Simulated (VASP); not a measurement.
# EuMo (Pm-3m) in VASP: notebook

One crystal, EuMo, is run at these levels: r2SCAN; tasks: single point.

Program: VASP 6.6.1. These are calculated values, not measurements. Logs are shortened: lines on timing, memory, paths and dates and some standing lists are left out, and cuts for length are marked.

## (1) Starting point

It takes space group Pm-3m (No. 221, cubic). The conventional cell has a = 3.531 Å, b = 3.531 Å, c = 3.531 Å, α = 90.00°, β = 90.00°, γ = 90.00°. Around Eu (site symmetry m-3m) lie 8 Mo at 3.06 Å. Around Mo (site symmetry m-3m) lie 8 Eu at 3.06 Å.

The cell was built by a generator and needn't be a form met in nature.

## (2) Single point, r2SCAN, collinear spin, ferrimagnetic start

INCAR

```
PREC = Accurate
ENCUT = 520
EDIFF = 1E-6
ISMEAR = -1
SIGMA = 0.05
LREAL = F
LASPH = T
NELM = 150
ALGO = Normal
ISIF = 2
LWAVE = F
LCHARG = F
ISPIN = 2
MAGMOM = 7 -0.5
LORBIT = 11
LMAXMIX = 6
METAGGA = R2SCAN
LMIXTAU = T
NBANDS = 26
```

KPOINTS

```
regular mesh
0
Gamma
  6 6 6
```

POSCAR

```
EuMo
1.0
    3.5314500000      0.0000000000      0.0000000000
    0.0000000000      3.5314500000      0.0000000000
    0.0000000000      0.0000000000      3.5314500000
Eu Mo
1 1
Direct
    0.5000000000      0.5000000000      0.5000000000
    0.0000000000      0.0000000000      0.0000000000
```

Potentials or basis: VASP PAW PBE potentials, release 64 (Eu, Mo_sv).

Started as:

```console
$ cat potpaw_PBE.64/Eu/POTCAR potpaw_PBE.64/Mo_sv/POTCAR > POTCAR
$ mpirun -np 1 vasp_std > vasp.out
```

OUTCAR:

```text
PREC = Accurate
   ENCUT = 520
   EDIFF = 1E-6
   ISMEAR = -1
   LREAL = F
   LASPH = T
   NELM = 150
   ISIF = 2
   ISPIN = 2
   LORBIT = 11
   METAGGA = R2SCAN

 ion  position               nearest neighbor table
   1  0.500  0.500  0.500-   2 3.06   2 3.06   2 3.06   2 3.06   2 3.06   2 3.06   2 3.06   2 3.06

   2  0.000  0.000  0.000-   1 3.06   1 3.06   1 3.06   1 3.06   1 3.06   1 3.06   1 3.06   1 3.06

  LATTYP: Found a simple cubic cell.
 ALAT       =     3.5314500000

  Lattice vectors:

 A1 = (   3.5314500000,   0.0000000000,   0.0000000000)
 A2 = (   0.0000000000,   3.5314500000,   0.0000000000)
 A3 = (   0.0000000000,   0.0000000000,   3.5314500000)

Analysis of symmetry for initial positions (statically):
=====================================================================
 Subroutine PRICEL returns:
 Original cell was already a primitive cell.

 Routine SETGRP: Setting up the symmetry group for a
 simple cubic supercell.

 Subroutine GETGRP returns: Found 48 space group operations
 (whereof 48 operations were pure point group operations)
 out of a pool of 48 trial point group operations.

The static configuration has the point symmetry O_h .

Analysis of symmetry for dynamics (positions and initial velocities):
=====================================================================
 Subroutine PRICEL returns:
 Original cell was already a primitive cell.

 Routine SETGRP: Setting up the symmetry group for a
 simple cubic supercell.

 Subroutine GETGRP returns: Found 48 space group operations
 (whereof 48 operations were pure point group operations)
 out of a pool of 48 trial point group operations.

The dynamic configuration has the point symmetry O_h .

Analysis of structural, dynamic, and magnetic symmetry:
=====================================================================
 Subroutine PRICEL returns:
 Original cell was already a primitive cell.

 Routine SETGRP: Setting up the symmetry group for a
 simple cubic supercell.

 Subroutine GETGRP returns: Found 48 space group operations
 (whereof 48 operations were pure point group operations)
 out of a pool of 48 trial point group operations.

The overall configuration has the point symmetry O_h .

 Subroutine INISYM returns: Found 48 space group operations
 (whereof 48 operations are pure point group operations),
 and found     1 'primitive' translations

----------------------------------------------------------------------------------------

                                     Primitive cell

  volume of cell :      44.0412

  direct lattice vectors                    reciprocal lattice vectors
     3.531450000  0.000000000  0.000000000     0.283169803  0.000000000  0.000000000
     0.000000000  3.531450000  0.000000000     0.000000000  0.283169803  0.000000000
     0.000000000  0.000000000  3.531450000     0.000000000  0.000000000  0.283169803

  length of vectors
     3.531450000  3.531450000  3.531450000     0.283169803  0.283169803  0.283169803

  position of ions in fractional coordinates (direct lattice)
     0.500000000  0.500000000  0.500000000
     0.000000000  0.000000000  0.000000000

  ion indices of the primitive-cell ions
   primitive index   ion index
                 1           1
                 2           2

----------------------------------------------------------------------------------------

 KPOINTS: regular mesh

Automatic generation of k-mesh.
 Grid dimensions read from file:
 generate k-points for:    6    6    6

 Generating k-lattice:

  Cartesian coordinates                     Fractional coordinates (reciprocal lattice)
     0.047194967  0.000000000  0.000000000     0.166666667  0.000000000  0.000000000
     0.000000000  0.047194967  0.000000000     0.000000000  0.166666667  0.000000000
     0.000000000  0.000000000  0.047194967     0.000000000  0.000000000  0.166666667

  Length of vectors
     0.047194967  0.047194967  0.047194967

  Shift w.r.t. Gamma in fractional coordinates (k-lattice)
     0.000000000  0.000000000  0.000000000

 Subroutine IBZKPT returns following result:
 ===========================================

 Found     20 irreducible k-points:

 Following reciprocal coordinates:
            Coordinates               Weight
  0.000000  0.000000  0.000000      1.000000
  0.166667  0.000000  0.000000      6.000000
  0.333333  0.000000  0.000000      6.000000
  0.500000  0.000000  0.000000      3.000000
  0.166667  0.166667  0.000000     12.000000
  0.333333  0.166667  0.000000     24.000000
[... 12 lines left out ...]
  0.500000  0.500000  0.333333      6.000000
  0.500000  0.500000  0.500000      1.000000
   k-points           NKPTS =     20   k-points in BZ     NKDIM =     20   number of bands    NBANDS=     26
   number of dos      NEDOS =    301   number of ions     NIONS =      2
   total plane-waves  NPLWV =  21952
   dimension x,y,z NGX =    28 NGY =   28 NGZ =   28
   dimension x,y,z NGXF=    56 NGYF=   56 NGZF=   56
   ions per type =               1   1
   NGX,Y,Z   is equivalent  to a cutoff of  13.18, 13.18, 13.18 a.u.
   NGXF,Y,Z  is equivalent  to a cutoff of  26.36, 26.36, 26.36 a.u.
 SYSTEM =  unknown system
   PREC   = accura    normal or accurate (medium, high low for compatibility)
   ISTART =      0    job   : 0-new  1-cont  2-samecut
   ICHARG =      2    charge: 1-file 2-atom 10-const
   ISPIN  =      2    spin polarized calculation?
   LNONCOLLINEAR =      F non collinear calculations
   LSORBIT =      F    spin-orbit coupling
   LASPH  =      T    aspherical Exc in radial PAW
   ENCUT  =  520.0 eV  38.22 Ry    6.18 a.u.   6.57  6.57  6.57*2*pi/ulx,y,z
   NELM   =    150;   NELMIN=  2; NELMDL= -5     # of ELM steps
   EDIFF  = 0.1E-05   stopping-criterion for ELM
   LREAL  =      F    real-space projection
   EDIFFG = 0.1E-04   stopping-criterion for IOM
   NSW    =      0    number of steps for IOM
   IBRION =     -1    ionic relax: 0-MD 1-quasi-New 2-CG
   NFREE  =      0    steps in history (QN), initial steepest desc. (CG)
   ISIF   =      2    stress and relaxation
   ISYM   =      2    0-nonsym 1-usesym 2-fastsym
   POTIM  = 0.5000    time-step for ionic-motion
   TEBEG  =    0.0;   TEEND  =   0.0 temperature during run
   PSTRESS=    0.0 pullay stress
   NELECT =      31.0000    total number of electrons
   NUPDOWN=      -1.0000    fix difference up-down
   EMIN   =  10.00;   EMAX   =-10.00  energy-range for DOS
   EFERMI =   0.00;   METHOD = LEGACY
   ISMEAR =    -1;   SIGMA  =   0.05  broadening in eV -4-tet -1-fermi 0-gaus
   EFERMI_NEDOS =   21; number of points for ismear=-14 and -15
   IALGO  =     38    algorithm
   IMIX   =      4    mixing-type and parameters
     AMIX     =   0.40;   BMIX     =  1.00
     AMIX_MAG =   1.60;   BMIX_MAG =  1.00
  volume/ion in A,a.u.               =      22.02       148.60
  Fermi-wavevector in a.u.,A,eV,Ry     =   1.456271  2.751954 28.854236  2.120727
  Thomas-Fermi vector in A             =   2.573209
   LORBIT       =     11    0 simple, 1 ext, 2 COOP (PROOUT), +10 PAW based schemes
   METAGGA = R2SCAN    functional components
   LHFCALC =     F    Hartree Fock is set to
   AEXX    =    0.0000 exact exchange contribution
   IVDW    =     0    specifies the selected vdW correction
   LEPSILON=     F    determine dielectric tensor
   LRPA    =     F    only Hartree local field effects (RPA)
 spin polarized calculation
  energy-cutoff  :      520.00
  volume of cell :       44.04
 maximum number of plane-waves:      1213
 NGX is ok and might be reduce to    28
   NGX = 13   NGY = 13   NGZ = 13

 number of electron      31.0000005 magnetization       4.1009204

 Free energy of the ion-electron system (eV)
  ---------------------------------------------------
  ext. energy  EPLUGINS =         0.00000000
  ---------------------------------------------------
  free energy    TOTEN  =       -63.69440597 eV

  energy without entropy =      -63.67574640  energy(sigma->0) =      -63.68507619

 E-fermi :   6.2822     XC(G=0): -12.4554

 val. band max:        6.2671539488   @ k =   0.5000   0.5000   0.3333
 cond. band min:       6.3010357597   @ k =   0.5000   0.3333   0.0000
 fundamental gap:      0.0338818109
 Fermi energy:         6.2822245807

 spin component 1

 k-point     1 :       0.0000    0.0000    0.0000
  band No.  band energies     occupation
      1     -54.7936      1.00000
      2     -36.0728      1.00000
      3     -28.0435      1.00000
      4     -28.0435      1.00000
      5     -28.0435      1.00000
      6     -13.8987      1.00000
[... 18 lines left out ...]
     25      14.1850      0.00000
     26      14.1850      0.00000
[... 527 lines left out ...]
      3     -28.1195      1.00000
      4     -28.1195      1.00000
      5     -28.1195      1.00000
      6     -14.4297      1.00000
[... 18 lines left out ...]
     25      14.5222      0.00000
     26      14.5222      0.00000
 Fermi energy:         6.2822245807

 spin component 2

 k-point     1 :       0.0000    0.0000    0.0000
  band No.  band energies     occupation
      1     -56.5845      1.00000
      2     -32.6433      1.00000
      3     -30.0921      1.00000
      4     -30.0921      1.00000
      5     -30.0921      1.00000
      6     -11.4882      1.00000
[... 18 lines left out ...]
     25      14.9678      0.00000
     26      14.9678      0.00000
[... 528 lines left out ...]
      4     -30.1589      1.00000
      5     -30.1589      1.00000
      6     -12.1311      1.00000
[... 18 lines left out ...]
     25      16.1959      0.00000
     26      16.1959      0.00000

------------------------ aborting loop because EDIFF is reached ----------------------------------------

  FORCE on cell =-STRESS in cart. coord.  units (eV):
  Direction    XX          YY          ZZ          XY          YZ          ZX
  --------------------------------------------------------------------------------------
  -------------------------------------------------------------------------------------
  Total        1.6619063      1.6619063      1.6619063      0.0000000      0.0000000      0.0000000
  in kB       60.4585771     60.4585771     60.4585771      0.0000000      0.0000000      0.0000000
  external PRESSURE =      60.4585771 kB  Pullay stress =       0.0000000 kB

 VOLUME and BASIS-vectors are now :
 -----------------------------------------------------------------------------
  energy-cutoff  :      520.00
  volume of cell :       44.04
      direct lattice vectors                 reciprocal lattice vectors
     3.531450000  0.000000000  0.000000000     0.283169803  0.000000000  0.000000000
     0.000000000  3.531450000  0.000000000     0.000000000  0.283169803  0.000000000
     0.000000000  0.000000000  3.531450000     0.000000000  0.000000000  0.283169803

 POSITION                                       TOTAL-FORCE (eV/Angst)
 -----------------------------------------------------------------------------------
      1.76572      1.76572      1.76572         0.000000      0.000000      0.000000
      0.00000      0.00000      0.00000         0.000000      0.000000      0.000000
 -----------------------------------------------------------------------------------
    total drift:                                0.000000      0.000000      0.000000

  FREE ENERGIE OF THE ION-ELECTRON SYSTEM (eV)
  ---------------------------------------------------
  free  energy   TOTEN  =       -63.6944059716 eV

  energy  without entropy=      -63.6757463990  energy(sigma->0) =      -63.68507619

 total charge

# of ion       s       p       d       f       tot
--------------------------------------------------
    1        2.107   5.736   0.627   6.441  14.910
    2        2.355   6.049   3.975   0.000  12.378
--------------------------------------------------
tot          4.462  11.784   4.602   6.441  27.289

 magnetization (x)

# of ion       s       p       d       f       tot
--------------------------------------------------
    1        0.005  -0.207   0.102   6.361   6.261
    2       -0.056  -0.004  -2.215   0.000  -2.275
--------------------------------------------------
tot         -0.051  -0.211  -2.114   6.361   3.986
```

It took 7 min on 1 thread of Intel Xeon Platinum 8259CL at 2.50GHz (Skylake/Cascade Lake), shared host; peak memory 0.23 GiB.

Results:

- Free energy: -63.6944 eV
- Pressure: 6.0 GPa
- Band gap on the k mesh: none (metal or under the smearing width)
- Net moment: 4.10 μB per cell
- Site moments: Eu +6.26; Mo -2.27 μB
- Valence electrons inside the program's atomic spheres: Eu 14.91; Mo 12.38

Levels at points of the mesh, in eV from the Fermi level:
Spin up:
```csv
k point,band 14,band 15,band 16,band 17,band 18,band 19,band 20,band 21,band 22,band 23
"(0.00, 0.00, 0.00)",-0.64,-0.64,-0.50,-0.50,-0.50,1.73,1.73,1.73,4.27,4.27
"(0.50, 0.00, 0.00)",-0.76,-0.76,-0.40,-0.40,0.39,0.74,1.98,1.98,2.83,3.27
"(0.50, 0.50, 0.00)",-0.53,-0.51,-0.51,-0.34,-0.10,-0.10,2.98,3.09,3.09,3.31
"(0.50, 0.50, 0.50)",-0.36,-0.36,-0.30,-0.30,-0.30,0.63,0.63,0.63,3.07,3.07
```
Spin down:
```
           k point  band 10  band 11  band 12  band 13  band 14  band 15  band 16  band 17  band 18  band 19
(0.00, 0.00, 0.00)    -3.11    -3.11    -0.69    -0.69    -0.69     4.73     4.73     5.30     5.30     5.30
(0.50, 0.00, 0.00)    -1.84    -1.17    -0.89    -0.89    -0.39     1.95     2.14     3.74     3.74     5.61
(0.50, 0.50, 0.00)    -3.09    -1.94    -1.94     1.34     2.01     3.01     3.01     5.30     5.37     5.37
(0.50, 0.50, 0.50)    -1.34    -1.34    -0.06    -0.06    -0.06     1.42     1.42     3.93     5.57     5.57
```

Caveat: the PAW data sets were made with another functional, which shifts forces and pressure a little; spin-orbit coupling is left out, which moves the levels of the heavy elements; without U or exact exchange the open f shell lies at the Fermi level, which spoils levels, moments and volumes.

## (3) Single point, r2SCAN, collinear spin, random start

Edit INCAR of step 2 so:

```diff
@@ -13,3 +13,3 @@
 ISPIN = 2
-MAGMOM = 7 -0.5
+MAGMOM = 3.35 -0.07
 LORBIT = 11
```

KPOINTS is that of step 2.

POSCAR is that of step 2.

Potentials or basis: VASP PAW PBE potentials, release 64 (Eu, Mo_sv).

Started as:

```console
$ cat potpaw_PBE.64/Eu/POTCAR potpaw_PBE.64/Mo_sv/POTCAR > POTCAR
$ mpirun -np 1 vasp_std > vasp.out
```

Wall time 8.4 min (1 thread of Intel Xeon Platinum 8259CL at 2.50GHz (Skylake/Cascade Lake), shared host); peak memory 0.23 GiB.

It converged, with:

* Free energy: -63.6944 eV
* Pressure: 6.0 GPa
* Band gap on the k mesh: none (metal or under the smearing width)
* Net moment: 4.10 μB per cell
* Site moments: Eu +6.26; Mo -2.27 μB
* Valence electrons inside the program's atomic spheres: Eu 14.91; Mo 12.38

Levels at points of the mesh, in eV from the Fermi level:
Spin up:
```csv
k point,band 14,band 15,band 16,band 17,band 18,band 19,band 20,band 21,band 22,band 23
"(0.00, 0.00, 0.00)",-0.64,-0.64,-0.50,-0.50,-0.50,1.73,1.73,1.73,4.27,4.27
"(0.50, 0.00, 0.00)",-0.76,-0.76,-0.40,-0.40,0.39,0.74,1.98,1.98,2.83,3.27
"(0.50, 0.50, 0.00)",-0.53,-0.51,-0.51,-0.33,-0.10,-0.10,2.98,3.09,3.09,3.31
"(0.50, 0.50, 0.50)",-0.36,-0.36,-0.30,-0.30,-0.30,0.63,0.63,0.63,3.07,3.07
```
Spin down:
```tsv
k point	band 10	band 11	band 12	band 13	band 14	band 15	band 16	band 17	band 18	band 19
(0.00, 0.00, 0.00)	-3.11	-3.11	-0.69	-0.69	-0.69	4.73	4.73	5.30	5.30	5.30
(0.50, 0.00, 0.00)	-1.84	-1.17	-0.89	-0.89	-0.39	1.95	2.14	3.74	3.74	5.61
(0.50, 0.50, 0.00)	-3.09	-1.94	-1.94	1.34	2.01	3.01	3.01	5.30	5.37	5.37
(0.50, 0.50, 0.50)	-1.34	-1.34	-0.06	-0.06	-0.06	1.42	1.42	3.93	5.57	5.57
```

Caveat: the PAW data sets were made with another functional, which shifts forces and pressure a little; spin-orbit coupling is left out, which moves the levels of the heavy elements; without U or exact exchange the open f shell lies at the Fermi level, which spoils levels, moments and volumes. The state reached can hang on the start; a lower one may exist.

## (4) The reference run

An earlier run on the cell as given: functional PBE; potentials or basis VASP PAW PBE potentials, release 64 (Eu, Mo_sv); cutoff 520 eV; k mesh 8 × 8 × 8; occupations fermi-dirac, width 0.05 eV; collinear spin, ferromagnetic start; starting moments [7.0, 1.0] μB.

- Pressure: 0.1 GPa
- Band gap on the k mesh: none (metal or under the smearing width)
- Net moment: 5.40 μB per cell
- Site moments: Eu +6.29; Mo -1.06 μB
- Valence electrons inside the program's atomic spheres: Eu 14.85; Mo 12.37

## (5) The runs side by side

```csv
level,spin,k mesh,gap on the mesh (eV),pressure (GPa),moment (μB)
r2SCAN,"collinear, ferrimagnetic start",6 × 6 × 6,none,6.0,4.10
r2SCAN,"collinear, random start",6 × 6 × 6,none,6.0,4.10
PBE,"collinear, ferromagnetic start",8 × 8 × 8,none,0.1,5.40
```

Alike in all rows: task single point; potentials or basis VASP PAW PBE potentials, release 64 (Eu, Mo_sv); cell as given; cutoff (eV) 520; smearing fermi-dirac 0.05 eV.

Every run on the cell as given and a fine mesh finds a metal. The pressure there spans 0.1 GPa (PBE) to 6.0 GPa (r2SCAN); a positive pressure means that this level wants a larger cell, a negative one a smaller.

Caveats: spin-orbit coupling is left out, which moves the levels of the heavy elements; without U or exact exchange the open f shell lies at the Fermi level, which spoils levels, moments and volumes; the PAW data sets were made with another functional, which shifts forces and pressure a little (some runs).

Total energies depend on the potentials used, so only differences within one code and one set of settings carry meaning.
